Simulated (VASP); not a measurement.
These are PBEsol GGA, VASP's PBE PAW potentials (set 64) (plane waves; VASP) values and carry that method's errors.

VASP input:

File POSCAR:
```
MgI2
1
    2.0640070650    -3.5749646849     0.0000000000
    2.0640070650     3.5749646849     0.0000000000
   -0.0000000000     0.0000000000     6.9999352948
Mg I
1 2
Direct
  0.0000000000   0.0000000000   1.0000000000
  0.3333330000   0.6666670000   0.2382637304
  0.6666670000   0.3333330000   0.7617362696
```

**INCAR**
```
! general
SYSTEM   =  MgI2
PREC     =  Accurate
ENCUT    =  400
LREAL    =  .FALSE.   ! projection in real space or not
LASPH    =  .TRUE.   ! aspherical one-centre terms

! electronic loop
EDIFF    =  1E-7   ! SCF stop (eV)
NELM     =  100   ! most electronic steps
ALGO     =  Normal
LMAXMIX  =  4

! smearing
ISMEAR   =  -5   ! tetrahedra, Bloechl

! functional
GGA      =  PS

! ions
ISIF     =  2

! output
LWAVE    =  .FALSE.
LCHARG   =  .TRUE.
LORBIT   =  11   ! lm-projected
NEDOS    =  601   ! DOS grid
```

**KPOINTS**
```
Automatic mesh
0
Gamma
 7 7 4
```

POTCAR, in this order: Mg I (PBE.64 set). Program: vasp_std.

Output of the run:

### OSZICAR
```
       N       E                     dE             d eps       ncg     rms          rms(c)
DAV:   1     0.723733600077E+02    0.72373E+02   -0.51260E+03   672   0.843E+02
DAV:   2    -0.301430558689E+01   -0.75388E+02   -0.69095E+02   936   0.143E+02
DAV:   3    -0.847032603487E+01   -0.54560E+01   -0.54356E+01   844   0.459E+01
DAV:   4    -0.857482207122E+01   -0.10450E+00   -0.10448E+00   936   0.795E+00
DAV:   5    -0.857618636078E+01   -0.13643E-02   -0.13643E-02   836   0.856E-01    0.406E+00
DAV:   6    -0.845425418737E+01    0.12193E+00   -0.13280E-01   740   0.196E+00    0.270E+00
DAV:   7    -0.842522502124E+01    0.29029E-01   -0.12335E-01   756   0.191E+00    0.620E-01
DAV:   8    -0.842299410279E+01    0.22309E-02   -0.92703E-03   776   0.578E-01    0.228E-01
DAV:   9    -0.842298420999E+01    0.98928E-05   -0.69511E-04   840   0.189E-01    0.916E-02
DAV:  10    -0.842297579594E+01    0.84141E-05   -0.29884E-05   816   0.442E-02    0.377E-02
DAV:  11    -0.842297867775E+01   -0.28818E-05   -0.86348E-06   768   0.198E-02    0.294E-02
DAV:  12    -0.842297860697E+01    0.70785E-07   -0.11262E-06   864   0.597E-03    0.985E-03
DAV:  13    -0.842297862658E+01   -0.19613E-07   -0.15410E-08   540   0.106E-03
   1 F= -.84229786E+01 E0= -.84229786E+01  d E =0.000000E+00
```

OUTCAR:
```
------------------------ aborting loop because EDIFF is reached ----------------------------------------
  FORCE on cell =-STRESS in cart. coord.  units (eV):
  Direction    XX          YY          ZZ          XY          YZ          ZX
  --------------------------------------------------------------------------------------
  Total        0.0111582      0.0111582      0.0245618      0.0000000      0.0000000      0.0000000
  in kB        0.1730608      0.1730608      0.3809462      0.0000000      0.0000000      0.0000000
  external PRESSURE =       0.2423559 kB  Pullay stress =       0.0000000 kB
  volume of cell :      103.30
      direct lattice vectors                 reciprocal lattice vectors
     2.064007065 -3.574964685  0.000000000     0.242247233 -0.139861521  0.000000000
     2.064007065  3.574964685  0.000000000     0.242247233  0.139861521  0.000000000
     0.000000000  0.000000000  6.999935295     0.000000000  0.000000000  0.142858463
 POSITION                                       TOTAL-FORCE (eV/Angst)
 -----------------------------------------------------------------------------------
      0.00000      0.00000      0.00000         0.000000     -0.000000     -0.000000
      2.06401      1.19166      1.66783         0.000000      0.000000      0.001958
      2.06401     -1.19166      5.33210        -0.000000      0.000000     -0.001958
 -----------------------------------------------------------------------------------
    total drift:                                0.000000      0.000000      0.000000
  FREE ENERGIE OF THE ION-ELECTRON SYSTEM (eV)
  ---------------------------------------------------
  free  energy   TOTEN  =        -8.4229786266 eV

  energy  without entropy=       -8.4229786266  energy(sigma->0) =       -8.42297863

 total charge

# of ion       s       p       d       tot
------------------------------------------
    1        0.140   0.115   0.029   0.283
    2        1.505   2.812   0.013   4.330
    3        1.505   2.812   0.013   4.330
--------------------------------------------------
tot          3.149   5.739   0.056   8.943
```
(Selected blocks of OUTCAR.)

### OUTCAR
```
 val. band max:        2.1017126762   @ k =   0.0000   0.0000   0.0000

 cond. band min:       5.6654818331   @ k =  -0.0000   0.4286   0.2500


 Fermi energy:         2.1352467790

 k-point     1 :       0.0000    0.0000    0.0000
  band No.  band energies     occupation
      1      -9.9830      2.00000
      2      -9.2951      2.00000
      3      -1.4196      2.00000
      4       1.7351      2.00000
      5       1.7351      2.00000
      6       2.0515      2.00000
      7       2.1017      2.00000
      8       2.1017      2.00000
      9       5.7986      0.00000
     10       6.8499      0.00000
     11       8.8327      0.00000
     12       8.8327      0.00000

 k-point     2 :       0.1429    0.0000    0.0000
  band No.  band energies     occupation
      1      -9.8746      2.00000
      2      -9.2358      2.00000
      3      -1.2754      2.00000
      4       0.9200      2.00000
      5       1.3937      2.00000
      6       1.4861      2.00000
      7       2.0016      2.00000
      8       2.0570      2.00000
      9       6.5624      0.00000
     10       7.4703      0.00000
     11       8.2097      0.00000
     12       9.1468      0.00000

 k-point     3 :       0.2857    0.0000    0.0000
  band No.  band energies     occupation
      1      -9.5972      2.00000
      2      -9.1093      2.00000
      3      -1.0143      2.00000
      4      -0.3068      2.00000
      5       0.3629      2.00000
      6       1.0780      2.00000
      7       1.7703      2.00000
      8       1.8687      2.00000
      9       6.4293      0.00000
     10       7.5279      0.00000
     11       8.2372      0.00000
     12       9.3302      0.00000

 k-point     4 :       0.4286   -0.0000    0.0000
  band No.  band energies     occupation
      1      -9.3064      2.00000
      2      -9.0437      2.00000
      3      -1.4261      2.00000
      4      -0.7140      2.00000
      5       0.1996      2.00000
      6       0.8167      2.00000
...
```

Without a dispersion term in the relaxation, distances and binding between the weakly bound layers, chains or molecules are unreliable, and so is what depends on them. Unless said otherwise, spin-orbit coupling is left out, though it shifts the bands of the heavy elements here.

The compound is MgI2 in the 1T layered structure. It was relaxed first.
